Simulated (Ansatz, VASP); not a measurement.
One calculation of BiSbS, two programs

The input INCAR:

```
SYSTEM = BiSbS
PREC     = Accurate       ! precision mode
ENCUT    = 520            ! plane-wave cutoff, eV
EDIFF    = 1E-6           ! SCF threshold, eV
ISMEAR   = 0              ! smearing method
SIGMA    = 0.1            ! smearing width, eV
LREAL    = .FALSE.        ! projectors in reciprocal space
LASPH    = .TRUE.         ! aspherical terms in the spheres
NELM     = 60             ! most SCF steps
ALGO     = Normal         ! electronic algorithm
ISIF     = 2              ! what is computed and relaxed
LWAVE    = .FALSE.        ! write WAVECAR
LCHARG   = .FALSE.        ! write CHGCAR
GGA      = PE             ! functional
NBANDS   = 20             ! bands
```

The input KPOINTS:

```
regular mesh
0
G
  6 6 4
  0 0 0
```

The input POSCAR:

```
BiSbS
1.0
    4.6405197900      0.0000000000      0.0000000000
   -2.3202599000      4.0188080300      0.0000000000
    0.0000000000      0.0000000000      4.6606438100
Sb Bi S
1 1 1
Direct
    0.3333333300      0.6666666700      0.5000000000
    0.6666666700      0.3333333300      0.5000000000
    0.0000000000      0.0000000000      0.0000000000
```

Input for Ansatz:

```yaml
crystal:
  lattice:
    - [4.64051979, 0.0, 0.0]
    - [-2.3202599, 4.01880803, 0.0]
    - [0.0, 0.0, 4.66064381]
  atoms:
    - { symbol: Sb, position: [0.33333333, 0.66666667, 0.5] }
    - { symbol: Bi, position: [0.66666667, 0.33333333, 0.5] }
    - { symbol: S, position: [0.0, 0.0, 0.0] }
basis:
  ecutwfc: 420
kpoints:
  mp_grid: { grid: [6, 6, 4] }
hamiltonian:
  xc: pbe
scf:
  occupations: { method: gaussian, width: 0.1 }
  lower_state_search: "off"
output:
  forces: true
  stress: true
  eigenvalues: true
```

Change from the starting cell: species swapped into the CeCuSi type (P-6m2, No. 187).

Alike in both runs: task single point; functional PBE; k mesh 6 × 6 × 4; occupations gaussian, width 0.1 eV; no spin polarisation.

|  | VASP | Ansatz |
| --- | --- | --- |
| version | VASP 6.6.1 | Ansatz 0.2.0 |
| potentials or method | VASP PAW PBE potentials, release 64 (Sb, Bi_d, S) | scalar-relativistic, plane waves, PAW |
| plane-wave cutoff (eV) | 520 | 420 |
| valence electrons in the cell | 26 | 36 |

```csv
,VASP,Ansatz,Ansatz less VASP
gap on the k mesh at the Fermi level (eV),none,none,-
pressure (GPa),9.0,9.1,+0.09
largest component of the traceless stress (GPa),14.89,14.93,+0.045
```

A gap of «none» marks a metal or a gap that the smearing closes. With one functional, cell and mesh, what is left measures potentials, basis and numerics. The two sets of potentials don't hold the same shells in valence.

Caveats: spin-orbit coupling is left out, which moves the levels of the heavy elements.
